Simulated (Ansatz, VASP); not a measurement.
# CsCrCl3 in two plane-wave programs

Wanted: the spread between two codes on one cell, functional and k mesh. The cell is generated by rule, not measured, and may not be a known phase. The two relaxations start from unlike cells of this crystal (the structure described is Ansatz's start), so only their ends are compared.

Main program and level: Ansatz 0.2.0; plane waves, with VASP 6.6.1 beside it; relaxation of cell and atoms at LDA.

The structure was built from a prototype and need not be the compound's stable phase.

### Step 1. Starting point

The structure is cubic, space group Pm-3m (No. 221). The conventional cell has a = 5.168 Å, b = 5.168 Å, c = 5.168 Å, α = 90.00°, β = 90.00°, γ = 90.00°. Cs has 12 Cl at 3.65 Å nearest. Cr has 6 Cl at 2.58 Å nearest. Nearest to Cl lie 2 Cr at 2.58 Å and 4 Cs at 3.65 Å. Farther neighbours and most contacts between anions are not listed.

Structure file:

```cif
data_structure
_symmetry_space_group_name_H-M 'Pm-3m'
_symmetry_Int_Tables_number 221
_cell_length_a 5.1678
_cell_length_b 5.1678
_cell_length_c 5.1678
_cell_angle_alpha 90.000
_cell_angle_beta 90.000
_cell_angle_gamma 90.000
_cell_volume 138.01
loop_
_atom_site_label
_atom_site_type_symbol
_atom_site_symmetry_multiplicity
_atom_site_Wyckoff_symbol
_atom_site_fract_x
_atom_site_fract_y
_atom_site_fract_z
_atom_site_occupancy
Cs1 Cs 1 a 0.00000 0.00000 0.00000 1
Cr1 Cr 1 b 0.50000 0.50000 0.50000 1
Cl1 Cl 3 c 0.50000 0.50000 0.00000 1
```

### Step 2. Ansatz: relaxation of cell and atoms, LDA

Ansatz runs on its default PAW (the set named soft_2) files.

The relaxed volume is the usual yardstick between codes: in a stiff, nearly cubic crystal its relative difference is about their pressure difference at one cell divided by the bulk modulus.

input.yaml reads:

```yaml
crystal:
  lattice:
    - [5.1678, 0.0, 0.0]
    - [0.0, 5.1678, 0.0]
    - [0.0, 0.0, 5.1678]
  atoms:
    - { symbol: Cs, position: [0.0, 0.0, 0.0] }
    - { symbol: Cr, position: [0.5, 0.5, 0.5] }
    - { symbol: Cl, position: [0.5, 0.5, 0.0] }
    - { symbol: Cl, position: [0.5, 0.0, 0.5] }
    - { symbol: Cl, position: [0.0, 0.5, 0.5] }
kpoints:
  mp_grid: { grid: [4, 4, 4] }
hamiltonian:
  xc: lda
scf:
  occupations: { method: fermi_dirac, width: 0.02 }
relax:
  f_tol: 0.01
  max_steps: 80
  cell: {}
```

On the command line:

```
$ ansatz run input.yaml --threads 4 --pin off --max-ram 9216MiB --backend cpu --events-out ev --progress --plain --runs-dir out
```

Numbers of over 12 decimals in the logs are rounded to 6 here.

Log:

```text
Engine: ansatz 0.2.0, aarch64-unknown-linux-gnu
Pseudopotentials: kind: paw
Pseudopotential: Cs, paw, valence charge 9, recommended cutoff 420 eV (normal), Cs.paw.azcp
Pseudopotential: Cr, paw, valence charge 14, recommended cutoff 420 eV (normal), Cr.paw.azcp
Pseudopotential: Cl, paw, valence charge 7, recommended cutoff 420 eV (normal), Cl.paw.azcp
Functional definition: SPW92
  exchange = slater_x
  correlation = pw_c
Crystal: 5 atoms, lattice volume = 138.012 Å³
Basis set: ecut = 420 eV, 2721 PW (Γ)
Bands: 27, of which v1, the nominal top of the filled ones, is band 22 counted from 1 (21 counted from 0)
Symmetry: 48 space group operations
Space group: Pm-3m (ITA 221), of the structure as read, at distance tolerance 5.2e-5 Å
k-points: 10 of 64
Non-local potential: Cs, projectors of the file, l = 0: 3, l = 1: 2, l = 2: 2, l = 3: 2
Non-local potential: Cr, projectors of the file, l = 0: 3, l = 1: 2, l = 2: 3, l = 3: 1
Non-local potential: Cl, projectors of the file, l = 0: 2, l = 1: 2, l = 2: 2
PAW form: soft (Blöchl's): semilocal exchange-correlation on the pseudo side does not see the compensation charge
PAW frozen core: Cs, regenerated for the run's functional, and the local potential with it (the file was generated under x = pbe(κ = 0.804, μ = 0.219515), c = pbe(β = 0.066725))
PAW frozen core: Cr, regenerated for the run's functional, and the local potential with it (the file was generated under x = pbe(κ = 0.804, μ = 0.219515), c = pbe(β = 0.066725))
PAW frozen core: Cl, regenerated for the run's functional, and the local potential with it (the file was generated under x = pbe(κ = 0.804, μ = 0.219515), c = pbe(β = 0.066725))
PAW one-centre angular grid: Cs, 194 points (default); XC on 64 Gauss nodes
PAW one-centre angular grid: Cr, 590 points (default); XC on 64 Gauss nodes
PAW one-centre angular grid: Cl, 110 points (default); XC on 64 Gauss nodes
Initial density: superposition of atomic densities (neutral atoms: chi_scale 0, normalization atom), corrected by the library's trained network
Initial wavefunctions: pseudopotential atomic-orbital guess
Functional: x = slater, c = lda
SCF iter   1: F=—  HF=-11964.272233 eV  |F-HF|=—  |Δ(HF+E_count)|=         —  Δρ=1.80e-2  dr2=2.06e-1  ethr=1.77e-3  ⟨swp⟩=6.9  Hψ=1191  notcnv=0
preconditioner: auto → LDOS  [metal: Δε(μ)=0.024 eV  Ē_g=8.256 eV  σ=0.020 eV  W_gap=0.29  n_scr=26 (ndim 8)  ℏωp=18.4 eV  f_vac=0.022  D(μ)=20.05/eV (n_scr^D=304)  β→1.0]
SCF iter   2: F=—  HF=-11964.240330 eV  |F-HF|=—  |Δ(HF+E_count)|=   3.19e-2  Δρ=1.07e-2  dr2=6.13e-2  ethr=4.69e-4  ⟨swp⟩=2.9  Hψ=608  notcnv=0
SCF iter   3: F=—  HF=-11964.227993 eV  |F-HF|=—  |Δ(HF+E_count)|=   1.23e-2  Δρ=3.08e-3  dr2=2.14e-2  ethr=1.39e-4  ⟨swp⟩=2.1  Hψ=349  notcnv=0
SCF iter   4: F=—  HF=-11964.226355 eV  |F-HF|=—  |Δ(HF+E_count)|=   1.64e-3  Δρ=2.52e-3  dr2=1.12e-2  ethr=4.86e-5  ⟨swp⟩=1.9  Hψ=290  notcnv=0
SCF iter   5: F=—  HF=-11964.224480 eV  |F-HF|=—  |Δ(HF+E_count)|=   1.88e-3  Δρ=7.40e-4  dr2=1.18e-3  ethr=2.55e-5  ⟨swp⟩=2.1  Hψ=326  notcnv=0
SCF iter   6: F=—  HF=-11964.224322 eV  |F-HF|=—  |Δ(HF+E_count)|=   1.58e-4  Δρ=2.54e-4  dr2=8.34e-5  ethr=2.68e-6  ⟨swp⟩=2.0  Hψ=322  notcnv=0
SCF iter   7: F=—  HF=-11964.224317 eV  |F-HF|=—  |Δ(HF+E_count)|=   4.60e-6  Δρ=2.81e-5  dr2=1.05e-6  ethr=1.90e-7  ⟨swp⟩=2.0  Hψ=506  notcnv=0
SCF iter   8: F=-11964.224317 eV  HF=-11964.224317 eV  |F-HF|=4.65e-9  |Δ(HF+E_count)|=   8.93e-8  Δρ=4.96e-6  dr2=2.84e-8  ethr=2.27e-10  ⟨swp⟩=3.0  Hψ=1148  notcnv=0
SCF 1 converged in 8 iterations: F = -11964.224317 eV  dr2 = 2.84e-8
  greatest PAW one-centre occupation: 1.000 electrons in one spin orbital (limit 2), on the Cr atom at site 1 (counted from 0), in its partial waves of l = 0
relax step   1: F+E_penalty+E_count = -11964.22431736 eV  Δ(F+E_penalty+E_count) = +0.000e0 eV  max|allowed force component| = 2.608e-28 eV/Å  Δτ_max = 0.0000 Å  P = -8.549 GPa  Ω = 138.012 Å³  (8 SCF iters, dr2 threshold 1.00e-7 eV, accepted)
[...]
relax step   3: F+E_penalty+E_count = -11965.36305096 eV  Δ(F+E_penalty+E_count) = -2.525e-1 eV  max|allowed force component| = 2.385e-29 eV/Å  Δτ_max = 0.0000 Å  P = +2.212 GPa  Ω = 101.452 Å³  energy of the carried Pulay correction = +3.520e-3 eV  (6 SCF iters, dr2 threshold 5.00e-7 eV, accepted)
[...]
relax step   4: F+E_penalty+E_count = -11965.38424940 eV  Δ(F+E_penalty+E_count) = -2.120e-2 eV  max|allowed force component| = 1.274e-29 eV/Å  Δτ_max = 0.0000 Å  P = -0.514 GPa  Ω = 105.824 Å³  energy of the carried Pulay correction = +3.043e-3 eV  (6 SCF iters, dr2 threshold 5.00e-7 eV, accepted)
[...]
relax step   5: F+E_penalty+E_count = -11965.38581362 eV  Δ(F+E_penalty+E_count) = -1.564e-3 eV  max|allowed force component| = 1.231e-29 eV/Å  Δτ_max = 0.0000 Å  P = -0.014 GPa  Ω = 104.939 Å³  energy of the carried Pulay correction = +3.138e-3 eV  (6 SCF iters, dr2 threshold 5.00e-7 eV, accepted)
[...]
relax step   6: F+E_penalty+E_count = -11965.38410854 eV  Δ(F+E_penalty+E_count) = +1.705e-3 eV  max|allowed force component| = 2.229e-29 eV/Å  Δτ_max = 0.0000 Å  P = -0.021 GPa  Ω = 104.939 Å³  stress off target by 2.05e-2 GPa  SCF on the basis re-selected at this cell (its energy is not comparable with the rows above)  (6 SCF iters)
basis re-selected at this cell: Δ(F+E_penalty+E_count) = +1.705e-3 eV, ΔP = -0.007 GPa vs the last step (what re-selecting the basis moved, of the pressure what is left beyond the Pulay correction that the steps carried, after the strain that the cell walked since its last selection, with what the two solves' SCF thresholds leave and, on support functions, any second-order correction that the steps lacked; it is no measure of the basis error at this ecutwfc). The dense FFT grid was sized anew with the basis: this SCF ran on 32×32×32 points, the steps before it on 36×36×36, so part of this shift can come from that change (see relax.cell in the input reference). [rest of the remark cut]
SCF converged after 6 iterations
Free energy (F): -11965.384109 eV
Harris-Foulkes:  -11965.384109 eV  (|F-HF|=3.64e-12)
Internal energy: -11965.370356 eV  (E = F + TS)
E sigma→0 (E₀):  -11965.377233 eV
Entropy (-TS):   -0.013752 eV (-2.750 meV/atom)
Fermi energy:    8.885093 eV
--- Per-component energies (eV) ---
  E_band       = -291.308478
  E_kinetic    = 976.084235
  E_local      = -2997.884370  (includes V_loc(G=0)·N_el)
  E_nonlocal   = 210.199186
  E_hartree    = 1225.877942
  E_xc         = -630.996900
  E_vxc        = -671.157714  (∫ρ·V_xc dr)
  E_paw        = -7921.443300  (= ΣΔE_a)
  E_vpaw       = -260.306420  (= ΣTr[D̂ρ^β])
  E_aug_tail   = 0.000665  (compensation charges beyond the density's cutoff)
  E_ewald      = -2828.414971
  E_core_change = 1.207156  (= ΣΔE_core)
  E_smearing   = -0.013752  (= −TS)
  E_closure    = 0.000000  (closes the sum)
  Σ components = -11965.384109   (vs F -11965.384109, Δ=0.00e0)
--- Forces (eV/Å), atoms counted from 1 ---
  atom   1  Cs    -0.00000000    -0.00000000     0.00000000
  atom   2  Cr    -0.00000000    -0.00000000    -0.00000000
  atom   3  Cl     0.00000000     0.00000000     0.00000000
  atom   4  Cl     0.00000000     0.00000000     0.00000000
  atom   5  Cl     0.00000000     0.00000000     0.00000000
  max |Σ_I F_I| component: 2.53e-29 eV/Å
--- Stress (GPa, compression-positive) ---
       -0.020538      -0.000000      -0.000000
       -0.000000      -0.020538      -0.000000
       -0.000000      -0.000000      -0.020538
  P = ⅓ Tr σ = -0.0205 GPa (-0.205 kbar)
--- Relaxed structure (5 steps of the walk, 5 accepted, 1 SCFs on fresh bases) ---
  F+E_penalty+E_count = -11965.38410854 eV   max|allowed force component| = 2.229e-29 eV/Å   (the final SCF, on the basis selected at the relaxed cell)
  cell:  # Å, volume = 104.9391 Å³
    - [4.716782, 0, 0]
    - [0, 4.716782, 0]
    - [0, 0, 4.716782]
  atoms:
    - { symbol: Cs, position: [0, 0, 0] }
    - { symbol: Cr, position: [0.5, 0.5, 0.5] }
    - { symbol: Cl, position: [0.5, 0.5, 0] }
    - { symbol: Cl, position: [0.5, 0, 0.5] }
    - { symbol: Cl, position: [0, 0.5, 0.5] }
```

### Step 3. VASP: relaxation of cell and atoms, LDA

Its own start cell and the same functional (in two slightly different forms), mesh and smearing now go to VASP, with its own data sets.

Lines of VASP's logs that name or quote its potential files are left out, and so is its time.

INCAR reads:

```
SYSTEM = CsCrCl3
PREC = Accurate
ENCUT = 500
EDIFF = 1E-07
NELM = 120
ISMEAR = -1
SIGMA = 0.02
LREAL = .FALSE.
ALGO = Normal
GGA = CA
NBANDS = 27
LASPH = .TRUE.
LORBIT = 11
LWAVE = .FALSE.
LCHARG = .FALSE.
ISIF = 3
IBRION = 2
NSW = 80
EDIFFG = -0.005
GGA_COMPAT = .FALSE.
NELMIN = 4
KPAR = 2
```

POSCAR reads:

```
CsCrCl3
1.0
    4.7233085106      0.0000000000      0.0000000000
    0.0000000000      4.7233085106      0.0000000000
    0.0000000000      0.0000000000      4.7233085106
Cs Cr Cl
1 1 3
Direct
    0.0000000000      0.0000000000      0.0000000000
    0.5000000000      0.5000000000      0.5000000000
    0.5000000000      0.5000000000      0.0000000000
    0.5000000000      0.0000000000      0.5000000000
    0.0000000000      0.5000000000      0.5000000000
```

KPOINTS reads:

```
Automatic mesh
0
Gamma
4 4 4
0 0 0
```

Potentials, in the order of the species: Cs_sv, Cr_pv and Cl (LDA family, release 64).

On the command line:

```
$ mpirun -np 2 vasp_std
```

Log:

```text
[banner, memory and clock lines left out]
running    2 mpi-ranks, on    1 nodes
 distrk:  each k-point on    1 cores,    2 groups
 distr:  one band on    1 cores,    1 groups

 POSCAR found type information on POSCAR CsCrCl
 POSCAR found :  3 types and       5 ions
 LDA part: xc-table for (Slater(with rela. corr.)+CA(PZ))
 , standard interpolation
 POSCAR, INCAR and KPOINTS ok, starting setup
 FFT: planning ... GRIDC
 FFT: planning ... GRID_SOFT
 FFT: planning ... GRID
 WAVECAR not read
 entering main loop
       N       E                     dE             d eps       ncg     rms          rms(c)
DAV:   1     0.375219652112E+03    0.37522E+03   -0.21455E+04   548   0.146E+03
DAV:   2     0.322972004567E+01   -0.37199E+03   -0.36338E+03   713   0.346E+02
DAV:   3    -0.248121453422E+02   -0.28042E+02   -0.27813E+02   596   0.982E+01
DAV:   4    -0.254228466598E+02   -0.61070E+00   -0.60767E+00   656   0.157E+01
DAV:   5    -0.254425280665E+02   -0.19681E-01   -0.19668E-01   745   0.260E+00    0.114E+01
DAV:   6    -0.245098588154E+02    0.93267E+00   -0.23898E+01   698   0.320E+01    0.882E+00
DAV:   7    -0.237196153596E+02    0.79024E+00   -0.56467E+00   640   0.222E+01    0.396E+00
DAV:   8    -0.237053022663E+02    0.14313E-01   -0.22103E-01   602   0.273E+00    0.878E-01
DAV:   9    -0.237055045187E+02   -0.20225E-03   -0.14585E-02   690   0.634E-01    0.295E-01
DAV:  10    -0.237051873616E+02    0.31716E-03   -0.11443E-03   698   0.237E-01    0.167E-01
DAV:  11    -0.237051725584E+02    0.14803E-04   -0.26718E-04   681   0.932E-02    0.612E-02
DAV:  12    -0.237051670893E+02    0.54691E-05   -0.15965E-05   725   0.268E-02    0.404E-02
DAV:  13    -0.237051661994E+02    0.88994E-06   -0.87646E-06   634   0.143E-02    0.734E-03
DAV:  14    -0.237051660785E+02    0.12090E-06   -0.17525E-06   621   0.694E-03    0.167E-03
DAV:  15    -0.237051660825E+02   -0.40254E-08   -0.78855E-08   373   0.179E-03
   1 F= -.23705166E+02 E0= -.23698227E+02  d E =-.237052E+02
 curvature:   0.00 expect dE= 0.000E+00 dE for cont linesearch  0.000E+00
 trial: gam= 0.00000 g(F)=  0.000E+00 g(S)=  0.141E-03 ort = 0.000E+00 (trialstep = 0.100E+01)
 search vector abs. value=  0.141E-03
 bond charge predicted
       N       E                     dE             d eps       ncg     rms          rms(c)
DAV:   1    -0.237067574373E+02   -0.15914E-02   -0.32071E-02   587   0.143E+00    0.270E-01
DAV:   2    -0.237056283196E+02    0.11291E-02   -0.88535E-03   601   0.758E-01    0.111E-01
DAV:   3    -0.237052881230E+02    0.34020E-03   -0.15826E-03   624   0.344E-01    0.562E-02
DAV:   4    -0.237052312282E+02    0.56895E-04   -0.26892E-04   579   0.987E-02    0.333E-02
DAV:   5    -0.237052257876E+02    0.54406E-05   -0.12764E-05   718   0.256E-02    0.151E-02
DAV:   6    -0.237052239913E+02    0.17963E-05   -0.36378E-06   689   0.115E-02    0.232E-03
DAV:   7    -0.237052239435E+02    0.47855E-07   -0.45224E-07   588   0.368E-03
   2 F= -.23705224E+02 E0= -.23698285E+02  d E =-.578610E-04
 trial-energy change:   -0.000058  1 .order   -0.000057   -0.000141    0.000026
 step:   0.8451(harm=  0.8425)  dis= 0.00000  next Energy=   -23.705226 (dE=-0.599E-04)
 reached required accuracy - stopping structural energy minimisation
```

Parts of OUTCAR (step 3):

```text
ion  position               nearest neighbor table
   1  0.000  0.000  0.000-
   2  0.500  0.500  0.500-   3 2.36   4 2.36   5 2.36   3 2.36   4 2.36   5 2.36
   3  0.500  0.500  0.000-   2 2.36   2 2.36
   4  0.500  0.000  0.500-   2 2.36   2 2.36
   5  0.000  0.500  0.500-   2 2.36   2 2.36

  LATTYP: Found a simple cubic cell.
 ALAT       =     4.7233085106

 Subroutine GETGRP returns: Found 48 space group operations
 (whereof 48 operations were pure point group operations)

The static configuration has the point symmetry O_h .

 Found     10 irreducible k-points:

   k-points           NKPTS =     10   k-points in BZ     NKDIM =     10   number of bands    NBANDS=     27

   dimension x,y,z NGX =    36 NGY =   36 NGZ =   36
   dimension x,y,z NGXF=    72 NGYF=   72 NGZF=   72

   ENCUT  =  500.0 eV  36.75 Ry    6.06 a.u.   8.61  8.61  8.61*2*pi/ulx,y,z

   NELECT =      42.0000    total number of electrons

 k-points in reciprocal lattice and weights: Automatic mesh
   0.00000000  0.00000000  0.00000000       0.016
   0.25000000  0.00000000  0.00000000       0.094
   0.50000000  0.00000000  0.00000000       0.047
   0.25000000  0.25000000  0.00000000       0.188
   0.50000000  0.25000000  0.00000000       0.188
   0.50000000  0.50000000  0.00000000       0.047
   0.25000000  0.25000000  0.25000000       0.125
   0.50000000  0.25000000  0.25000000       0.188
   0.50000000  0.50000000  0.25000000       0.094
   0.50000000  0.50000000  0.50000000       0.016

 average (electrostatic) potential at core
       1 -44.4103       2 -72.1000       3 -95.4308       4 -95.4308       5 -95.4308

 E-fermi :   5.2510

 k-point     1 :       0.0000    0.0000    0.0000
  band No.  band energies     occupation
    ...
     20       4.1778      2.00000
     21       4.1778      2.00000
     22       4.1778      2.00000
     23       4.9932      1.99999
     24       4.9932      1.99999
     25       8.1414      0.00000
     26       8.1414      0.00000
     27       8.6696      0.00000

 k-point     2 :       0.2500    0.0000    0.0000
  band No.  band energies     occupation
    ...
     19       1.7929      2.00000
     20       4.2085      2.00000
     21       4.7789      2.00000
     22       4.7789      2.00000
     23       5.0017      1.99999
     24       5.6405      0.00000
     25       8.9318      0.00000
     26       9.0279      0.00000
     27       9.7853      0.00000

 k-point     3 :       0.5000    0.0000    0.0000
  band No.  band energies     occupation
    ...
     17       0.8471      2.00000
     18       1.4856      2.00000
     19       1.4856      2.00000
     20       4.2398      2.00000
     21       5.0081      1.99999
     22       5.2833      0.33162
     23       5.2833      0.33152
     24       5.9856      0.00000
     25      10.1742      0.00000
     26      10.3018      0.00000
    ...

  Total        0.0130475      0.0130475      0.0130475     -0.0000000      0.0000000      0.0000000
  in kB        0.1987811      0.1987811      0.1987811     -0.0000000      0.0000000      0.0000000
  external PRESSURE =       0.1987811 kB  Pullay stress =       0.0000000 kB

  energy-cutoff  :      500.00
  volume of cell :      105.16
      direct lattice vectors                 reciprocal lattice vectors
     4.720128480  0.000000000 -0.000000000     0.211858640  0.000000000 -0.000000000
    -0.000000000  4.720128480 -0.000000000    -0.000000000  0.211858640  0.000000000
     0.000000000 -0.000000000  4.720128480     0.000000000  0.000000000  0.211858640

 POSITION                                       TOTAL-FORCE (eV/Angst)
 -----------------------------------------------------------------------------------
      0.00000      0.00000      0.00000         0.000000      0.000000      0.000000
      2.36006      2.36006      2.36006        -0.000000     -0.000000      0.000000
      2.36006      2.36006     -0.00000         0.000000      0.000000      0.000000
      2.36006      0.00000      2.36006         0.000000      0.000000      0.000000
      0.00000      2.36006      2.36006        -0.000000      0.000000      0.000000
 -----------------------------------------------------------------------------------
    total drift:                                0.000000      0.000000      0.000000

  FREE ENERGIE OF THE ION-ELECTRON SYSTEM (eV)
  ---------------------------------------------------
  free  energy   TOTEN  =       -23.7052239435 eV

  energy  without entropy=      -23.6913455694  energy(sigma->0) =      -23.69828476

 reached required accuracy - stopping structural energy minimisation

 total charge
# of ion       s       p       d       tot
------------------------------------------
    1        1.831   4.693   0.063   6.587
    2        0.216   6.212   4.261  10.688
    3        1.589   3.532   0.000   5.121
    4        1.589   3.532   0.000   5.121
    5        1.589   3.532   0.000   5.121
--------------------------------------------------
tot          6.814  21.502   4.324  32.640

[... 3 further parts left out ...]
```

CONTCAR:

```
CsCrCl3
   1.00000000000000
     4.7201284801399774    0.0000000000000000   -0.0000000000000000
    -0.0000000000000000    4.7201284801399774   -0.0000000000000000
     0.0000000000000000   -0.0000000000000000    4.7201284801399774
  Cs              Cr              Cl
     1     1     3
Direct
     0.0000000000000000    0.0000000000000000    0.0000000000000000
     0.5000000000000000    0.5000000000000000    0.5000000000000000
     0.5000000000000000    0.5000000000000000    0.0000000000000000
     0.5000000000000000    0.0000000000000000    0.5000000000000000
     0.0000000000000000    0.5000000000000000    0.5000000000000000
```

This run has no spin polarisation, so a moment on Cr, if there is one, isn't seen. Oxides and halides of Cr are often magnetic insulators, and a metal at this level, without U or exact exchange, may be an artefact.

### Step 4. Differences

Known differences besides the potentials themselves: the two LDA forms differ slightly; the data sets hold 44 valence electrons in Ansatz (on its default PAW (the set named soft_2) files) and 42 in VASP; the cutoff is 420 eV in Ansatz and 500 eV in VASP; VASP's log shows a relativistic correction to its local exchange, Ansatz's none; Ansatz adds a Pulay correction to the stress that steers its cell, VASP none. Total energies have different zeros and are not compared.

Compared:

| quantity | Ansatz | VASP | difference |
| --- | --- | --- | --- |
| volume (Å³) | 104.94 | 105.16 | -0.21 % |
| edge a after relaxation, in the typed setting (Å) | 4.717 | 4.720 | -0.07 % |

### Step 5. What came out

```json
{
  "difference in volume (relaxation of cell and atoms, LDA)": "-0.21 %"
}
```

**Reading.** The difference in volume is -0.21 % (relaxation of cell and atoms, LDA), within the 1.2 % picked in this series as the mark of a large difference, as far as the stopping tolerances let one tell. The data sets hold unlike numbers of valence electrons (44 in Ansatz and 42 in VASP), so part of the differences comes from the potentials. How closely two codes agree says nothing of how well the functional describes the real material.

[Lines on the potential files, build, host, timing and source positions are cut from VASP's logs without a mark.]

[Logs are printed without paths, hosts, clocks, repeated set-up lines and the standing remarks that a program may print on its own settings, such as how far it seeks lower states.]

[Hosts, paths, dates, database ids (printed as entryN), source tags and the programs' standing remarks are cut or masked in the printed files.]
